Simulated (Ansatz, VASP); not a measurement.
# Pt (Pt wire along [111], 6 atoms a period): VASP beside Ansatz

One calculation is typed for both programs; each brings its own data sets. How far apart do they land? Of the first pair: The structure shown is the start of the Ansatz relaxation below; VASP solves that cell, so the two are compared at the walk's first step.

Method: plane waves, with VASP 6.6.1 beside it; single point at PBE, in Ansatz 0.2.0.

### Step 1. The starting structure

The cell holds 6 atoms: 6 Pt. Its edges and angles: a = 9.607 Å, b = 10.041 Å, c = 6.876 Å, α = 90.0°, β = 90.0°, γ = 90.0°. Vacuum lies along a and b. The structure's axis is c.

### Step 2. Ansatz: relaxation, PBE

Ansatz runs on its default PAW (the set named soft_2) files.

The two programs are compared at the cell with which this relaxation starts, whose forces are those of its first step.

The input, input.yaml:

```yaml
crystal:
  lattice:
    - [9.607, 0.0, 0.0]
    - [0.0, 10.041, 0.0]
    - [0.0, 0.0, 6.876241706]
  atoms:
    - { symbol: Pt, position: [0.353908608, 0.500024471, 0.0], spin: 0.48 }
    - { symbol: Pt, position: [0.646113659, 0.500024471, 0.0], spin: 0.48 }
    - { symbol: Pt, position: [0.500011134, 0.419318082, 0.333333333], spin: 0.48 }
    - { symbol: Pt, position: [0.646113659, 0.66143725, 0.333333333], spin: 0.48 }
    - { symbol: Pt, position: [0.500011134, 0.58073086, 0.666666667], spin: 0.48 }
    - { symbol: Pt, position: [0.646113659, 0.338611692, 0.666666667], spin: 0.48 }
magnetization:
  spin_polarized: true
kpoints:
  mp_grid: { grid: [1, 1, 12] }
scf:
  occupations: { method: fermi_dirac, width: 0.05 }
hamiltonian:
  xc: pbe
relax:
  cell: { fix: [a, b, alpha, beta, gamma] }
  max_steps: 60
```

Launch:

```bash
ansatz run input.yaml --threads 8 --pin off --max-ram 16384MiB --backend cpu --events-out ev --progress --plain --runs-dir out
```

Numbers of over 12 decimals in the logs are rounded to 6 here.

The log of the run:

```text
Engine: ansatz 0.2.0, aarch64-unknown-linux-gnu
Pseudopotentials: kind: paw
Pseudopotential: Pt, paw, valence charge 18, recommended cutoff 420 eV (normal), Pt.paw.azcp
Functional definition: PBE
  parameter kappa = 0.804
  parameter beta = 0.066725
  exchange = pbe_x(kappa = kappa, mu = beta*pi^2/3)
  correlation = pbe_c(beta = beta)
Crystal: 6 atoms, lattice volume = 663.309 Å³
Basis set: ecut = 420 eV, 12927 PW (Γ), exchange–correlation on 144×144×96 points (8 copies of the dense FFT grid, shifted against one another)
Bands: 67, of which v1, the nominal top of the filled ones, is band 54 counted from 1 (53 counted from 0)
Symmetry: 2 space group operations
Space group: P2 (ITA 3), of the structure as read, at distance tolerance 8.7e-5 Å
Magnetic group: BNS 3.1 (UNI 8), of the structure as read, at distance tolerance 8.7e-5 Å
k-points: 7 of 12
Non-local potential: Pt, projectors of the file, l = 0: 3, l = 1: 2, l = 2: 2, l = 3: 1
PAW form: soft (Blöchl's): semilocal exchange-correlation on the pseudo side does not see the compensation charge
PAW one-centre angular grid: Pt, 590 points (default); XC on 64 Gauss nodes
Initial density: superposition of atomic densities (neutral atoms: chi_scale 0, normalization atom)
Starting moments: Σ|m| = 2.88 μB on 6 of 6 sites
Initial wavefunctions: pseudopotential atomic-orbital guess
Functional: x = pbe(κ = 0.804, μ = 0.219515), c = pbe(β = 0.066725)
SCF iter   1: F=—  HF=-75124.910644 eV  |F-HF|=—  |Δ(HF+E_count)|=         —  Δρ=1.62e-2 (↑1.04e-2 ↓1.62e-2)  dr2=5.34e0  dr2_m=1.01e-1  M=2.547 μB ∫|m|=2.595 μB  β_m=0.30  ethr=3.10e-3  ⟨swp⟩=6.9  Hψ=3740  notcnv=0  defer=4
Mixer restart at iter 1: flushing history
preconditioner: auto → LDOS  [metal: Δε(μ)=0.025 eV  Ē_g=4.741 eV  σ=0.050 eV  W_gap=0.12  n_scr=84 (ndim 8)  ℏωp=11.2 eV  f_vac=0.684  D(μ)=11.51/eV (n_scr^D=62)]
spin=Collinear: LDOS preconditioning applied to the charge; magnetization (m = ρ↑ − ρ↓) channel mixes plain (no charge-response kernel on spin).
SCF iter   2: F=—  HF=-75124.134978 eV  |F-HF|=—  |Δ(HF+E_count)|=   7.76e-1  Δρ=9.80e-3 (↑5.18e-3 ↓9.80e-3)  dr2=1.14e0  dr2_m=6.12e-2  M=2.660 μB ∫|m|=2.717 μB  β_m=0.42  ethr=3.10e-3  ⟨swp⟩=2.3  Hψ=1649  notcnv=0  defer=40
SCF iter   3: F=—  HF=-75124.257382 eV  |F-HF|=—  |Δ(HF+E_count)|=   1.22e-1  Δρ=3.63e-3 (↑2.47e-3 ↓3.63e-3)  dr2=6.70e-2  dr2_m=2.42e-2  M=2.813 μB ∫|m|=2.905 μB  β_m=0.55  ethr=1.05e-3  ⟨swp⟩=2.0  Hψ=1491  notcnv=0  defer=40
SCF iter   4: F=—  HF=-75124.354850 eV  |F-HF|=—  |Δ(HF+E_count)|=         —  Δρ=1.92e-3 (↑1.62e-3 ↓1.92e-3)  dr2=5.68e-3  dr2_m=1.66e-2  M=3.130 μB ∫|m|=3.277 μB  β_m=0.55  ethr=6.20e-5  ⟨swp⟩=2.0  Hψ=1574  notcnv=0  defer=40
SCF iter   5: F=—  HF=-75124.368967 eV  |F-HF|=—  |Δ(HF+E_count)|=   1.41e-2  Δρ=1.10e-3 (↑1.07e-3 ↓1.10e-3)  dr2=8.74e-4  dr2_m=6.58e-3  M=3.207 μB ∫|m|=3.383 μB  β_m=0.78  ethr=5.26e-6  ⟨swp⟩=2.0  Hψ=1569  notcnv=0  defer=40
SCF iter   6: F=—  HF=-75124.376164 eV  |F-HF|=—  |Δ(HF+E_count)|=   7.20e-3  Δρ=3.11e-4 (↑2.63e-4 ↓3.11e-4)  dr2=3.90e-4  dr2_m=3.79e-4  M=3.331 μB ∫|m|=3.553 μB  β_m=0.89  ethr=8.09e-7  ⟨swp⟩=3.0  Hψ=2143  notcnv=0  defer=40
SCF iter   7: F=—  HF=-75124.376694 eV  |F-HF|=—  |Δ(HF+E_count)|=   5.31e-4  Δρ=8.46e-5 (↑6.07e-5 ↓8.46e-5)  dr2=6.55e-5  dr2_m=1.56e-5  M=3.358 μB ∫|m|=3.594 μB  β_m=0.90  ethr=3.61e-7  ⟨swp⟩=2.0  Hψ=1615  notcnv=0  defer=40
SCF iter   8: F=—  HF=-75124.376709 eV  |F-HF|=—  |Δ(HF+E_count)|=   1.49e-5  Δρ=3.79e-5 (↑2.42e-5 ↓3.79e-5)  dr2=2.07e-5  dr2_m=2.71e-6  M=3.362 μB ∫|m|=3.599 μB  β_m=0.85  ethr=6.07e-8  ⟨swp⟩=2.0  Hψ=1601  notcnv=0  defer=40
SCF iter   9: F=—  HF=-75124.376707 eV  |F-HF|=—  |Δ(HF+E_count)|=   1.96e-6  Δρ=1.05e-5 (↑9.78e-6 ↓1.05e-5)  dr2=1.70e-6  dr2_m=3.65e-7  M=3.362 μB ∫|m|=3.600 μB  β_m=0.83  ethr=1.92e-8  ⟨swp⟩=2.0  Hψ=1363  notcnv=0  defer=40
[...]
SCF 1 converged in 13 iterations: F = -75124.376708 eV  dr2 = 9.53e-9
[...]
Crystal: 6 atoms, lattice volume = 611.418 Å³
[...]
preconditioner: auto → LDOS  [metal: Δε(μ)=0.008 eV  Ē_g=5.378 eV  σ=0.050 eV  W_gap=0.04  n_scr=34 (ndim 8)  ℏωp=11.6 eV  f_vac=0.700  D(μ)=12.72/eV (n_scr^D=68)]
spin=Collinear: LDOS preconditioning applied to the charge; magnetization (m = ρ↑ − ρ↓) channel mixes plain (no charge-response kernel on spin).
[...]
SCF 6 converged in 7 iterations: F = -75126.473115 eV  dr2 = 1.86e-8
relax step   6: F+E_penalty+E_count = -75126.47311549 eV  Δ(F+E_penalty+E_count) = -8.257e-5 eV  max|allowed force component| = 5.581e-3 eV/Å  Δτ_max = 0.0031 Å  P = +0.009 GPa  Ω = 611.418 Å³  energy of the carried Pulay correction = +3.141e-3 eV  fix = [a, b, alpha, beta, gamma]  reactions: a +0.019, b +0.007 GPa; alpha -0.003 GPa/rad  (7 SCF iters, dr2 threshold 4.69e-8 eV, accepted)
Basis set: ecut = 420 eV, 11985 PW (Γ), exchange–correlation on 144×144×90 points (8 copies of the dense FFT grid, shifted against one another)
Initial wavefunctions: pseudopotential atomic-orbital guess (no wavefunctions were taken with the density)
[...]
SCF iter   1: F=—  HF=-75126.467774 eV  |F-HF|=—  |Δ(HF+E_count)|=         —  Δρ=7.29e-5 (↑7.29e-5 ↓7.17e-5)  dr2=3.52e-5  dr2_m=1.24e-6  M=2.749 μB ∫|m|=2.879 μB  β_m=0.65  ethr=1.31e-6  ⟨swp⟩=3.4  Hψ=6349  notcnv=0
preconditioner: auto → LDOS  [metal: Δε(μ)=0.009 eV  Ē_g=5.379 eV  σ=0.050 eV  W_gap=0.05  n_scr=34 (ndim 8)  ℏωp=11.6 eV  f_vac=0.700  D(μ)=12.74/eV (n_scr^D=68)]
spin=Collinear: LDOS preconditioning applied to the charge; magnetization (m = ρ↑ − ρ↓) channel mixes plain (no charge-response kernel on spin).
SCF iter   2: F=—  HF=-75126.468009 eV  |F-HF|=—  |Δ(HF+E_count)|=   2.35e-4  Δρ=2.44e-5 (↑2.44e-5 ↓2.17e-5)  dr2=2.41e-6  dr2_m=7.87e-8  M=2.750 μB ∫|m|=2.880 μB  β_m=0.52  ethr=3.26e-8  ⟨swp⟩=2.7  Hψ=1796  notcnv=0
SCF iter   3: F=—  HF=-75126.468013 eV  |F-HF|=—  |Δ(HF+E_count)|=   3.83e-6  Δρ=9.91e-6 (↑9.91e-6 ↓9.12e-6)  dr2=6.82e-7  dr2_m=3.26e-8  M=2.751 μB ∫|m|=2.880 μB  β_m=0.59  ethr=2.23e-9  ⟨swp⟩=2.0  Hψ=1366  notcnv=0
SCF iter   4: F=—  HF=-75126.468014 eV  |F-HF|=—  |Δ(HF+E_count)|=   9.16e-7  Δρ=4.45e-6 (↑4.45e-6 ↓3.65e-6)  dr2=1.37e-7  dr2_m=4.95e-8  M=2.751 μB ∫|m|=2.881 μB  β_m=0.77  ethr=6.32e-10  ⟨swp⟩=2.1  Hψ=1256  notcnv=0
SCF iter   5: F=—  HF=-75126.468014 eV  |F-HF|=—  |Δ(HF+E_count)|=   1.13e-7  Δρ=2.60e-6 (↑2.60e-6 ↓2.30e-6)  dr2=6.04e-8  dr2_m=2.45e-8  M=2.752 μB ∫|m|=2.882 μB  β_m=0.89  ethr=1.27e-10  ⟨swp⟩=2.0  Hψ=1369  notcnv=0
SCF iter   6: F=—  HF=-75126.468014 eV  |F-HF|=—  |Δ(HF+E_count)|=   3.58e-8  Δρ=1.19e-6 (↑1.19e-6 ↓1.17e-6)  dr2=1.29e-8  dr2_m=5.66e-9  M=2.753 μB ∫|m|=2.882 μB  β_m=0.94  ethr=5.59e-11  ⟨swp⟩=2.0  Hψ=1474  notcnv=0
SCF iter   7: F=—  HF=-75126.468014 eV  |F-HF|=—  |Δ(HF+E_count)|=   1.92e-9  Δρ=4.89e-7 (↑3.63e-7 ↓4.89e-7)  dr2=1.55e-9  dr2_m=7.04e-10  M=2.753 μB ∫|m|=2.883 μB  β_m=0.97  ethr=1.20e-11  ⟨swp⟩=2.1  Hψ=1461  notcnv=0
SCF iter   8: F=—  HF=-75126.468014 eV  |F-HF|=—  |Δ(HF+E_count)|=  7.28e-10  Δρ=1.19e-7 (↑1.08e-7 ↓1.19e-7)  dr2=3.80e-10  dr2_m=2.91e-11  M=2.753 μB ∫|m|=2.883 μB  β_m=0.90  ethr=1.43e-12  ⟨swp⟩=2.6  Hψ=1893  notcnv=0
SCF iter   9: F=—  HF=-75126.468014 eV  |F-HF|=—  |Δ(HF+E_count)|=  2.91e-11  Δρ=6.64e-8 (↑6.64e-8 ↓5.71e-8)  dr2=1.48e-10  dr2_m=7.04e-12  M=2.753 μB ∫|m|=2.883 μB  β_m=0.76  ethr=1.00e-12  ⟨swp⟩=2.0  Hψ=1364  notcnv=0
SCF iter  10: F=-75126.468014 eV  HF=-75126.468014 eV  |F-HF|=0.00e0  |Δ(HF+E_count)|=    0.00e0  Δρ=2.30e-8 (↑2.30e-8 ↓1.80e-8)  dr2=1.66e-11  dr2_m=7.15e-13  M=2.753 μB ∫|m|=2.883 μB  ethr=1.00e-12  ⟨swp⟩=3.0  Hψ=3075  notcnv=0
SCF 7 converged in 10 iterations: F = -75126.468014 eV  dr2 = 1.66e-11
relax step   7: F+E_penalty+E_count = -75126.46801439 eV  Δ(F+E_penalty+E_count) = +5.101e-3 eV  max|allowed force component| = 4.970e-3 eV/Å  Δτ_max = 0.0000 Å  P = +0.013 GPa  Ω = 611.418 Å³  fix = [a, b, alpha, beta, gamma]  reactions: a +0.023, b +0.010 GPa; alpha -0.003 GPa/rad  stress off target by 6.58e-3 GPa on what of the cell is left free  SCF on the basis re-selected at this cell (its energy is not comparable with the rows above)  (10 SCF iters)
basis re-selected at this cell: Δ(F+E_penalty+E_count) = +5.101e-3 eV, ΔP = +0.004 GPa vs the last step (what re-selecting the basis moved, of the pressure what is left beyond the Pulay correction that the steps carried, after the strain that the cell walked since its last selection, with what the two solves' SCF thresholds leave and, on support functions, any second-order correction that the steps lacked; it is no measure of the basis error at this ecutwfc). The dense FFT grid was sized anew with the basis: this SCF ran on 72×72×45 points, the steps before it on 72×72×48, so part of this shift can come from that change (see relax.cell in the input reference). [rest of the remark cut]
SCF converged after 10 iterations
Magnetization: 2.7529 μB (55.3764 up, 52.6236 down)
Absolute magnetization: 2.8834 μB (∫|ρ↑−ρ↓|, with the PAW one-centre terms)
Spin contamination: 0.0553 ħ² per cell (⟨S²⟩ above its minimum at these occupations)
Per-site moments (μB) at R_I (Å): [(0.389986, 1.051293), (0.332385, 1.051293), (0.347960, 1.053329), (0.402329, 1.053329), (0.347960, 1.053329), (0.402329, 1.053329)]
Free energy (F): -75126.468014 eV
Harris-Foulkes:  -75126.468014 eV  (|F-HF|=0.00e0)
Internal energy: -75126.366088 eV  (E = F + TS)
E sigma→0 (E₀):  -75126.417051 eV
Entropy (-TS):   -0.101926 eV (-16.988 meV/atom)
Fermi energy:    -0.931698 eV
--- Per-component energies (eV) ---
  E_band       = -3272.857167
  E_kinetic    = 3825.482585
  E_local      = -42443.187708  (includes V_loc(G=0)·N_el)
  E_nonlocal   = 1211.122947
  E_hartree    = 18837.360325
  E_xc         = -1558.074180
  E_vxc        = -1798.524249  (∫ρ·V_xc dr)
  E_paw        = -56730.362540  (= ΣΔE_a)
  E_vpaw       = -1742.473086  (= ΣTr[D̂ρ^β])
  E_aug_tail   = 0.001235  (compensation charges beyond the density's cutoff)
  E_ewald      = 1731.291248
  E_smearing   = -0.101926  (= −TS)
  E_closure    = 0.000000  (closes the sum)
  Σ components = -75126.468014   (vs F -75126.468014, Δ=0.00e0)
--- Forces (eV/Å), atoms counted from 1 ---
  atom   1  Pt    -0.00266914     0.00000000     0.00000000
  atom   2  Pt    -0.00497225     0.00000000     0.00000000
  atom   3  Pt     0.00291546    -0.00029876     0.00097722
  atom   4  Pt     0.00089783     0.00485765     0.00079636
  atom   5  Pt     0.00291546     0.00029876    -0.00097722
  atom   6  Pt     0.00089783    -0.00485765    -0.00079636
  max |Σ_I F_I| component: 1.48e-5 eV/Å
--- Stress (GPa, compression-positive) ---
        0.022645      -0.000000      -0.000000
       -0.000000       0.010370       0.003351
       -0.000000       0.003351       0.006579
  P = ⅓ Tr σ = 0.0132 GPa (0.132 kbar)
--- Relaxed structure (6 steps of the walk, 6 accepted, 1 SCFs on fresh bases) ---
  F+E_penalty+E_count = -75126.46801439 eV   max|allowed force component| = 4.970e-3 eV/Å   (the final SCF, on the basis selected at the relaxed cell)
  cell:  # Å, volume = 611.4177 Å³
    - [9.607, 0, 0]
    - [0, 10.041, 0]
    - [0, 0, 6.338306]
  atoms:
    - { symbol: Pt, position: [0.370413, 0.500024471, 0] }
    - { symbol: Pt, position: [0.635697, 0.500024471, 0] }
    - { symbol: Pt, position: [0.505217, 0.427635, 0.333513] }
    - { symbol: Pt, position: [0.637863, 0.648013, 0.333004] }
    - { symbol: Pt, position: [0.505217, 0.572414, 0.666487] }
    - { symbol: Pt, position: [0.637863, 0.352036, 0.666996] }
```

[end of part 1 of 2]

[Lines on the potential files, build, host, timing and source positions are cut from VASP's logs without a mark.]

[Logs are printed without paths, hosts, clocks, repeated set-up lines and the standing remarks that a program may print on its own settings, such as how far it seeks lower states.]

[Hosts, paths, dates, database ids (printed as entryN), source tags and the programs' standing remarks are cut or masked in the printed files.]
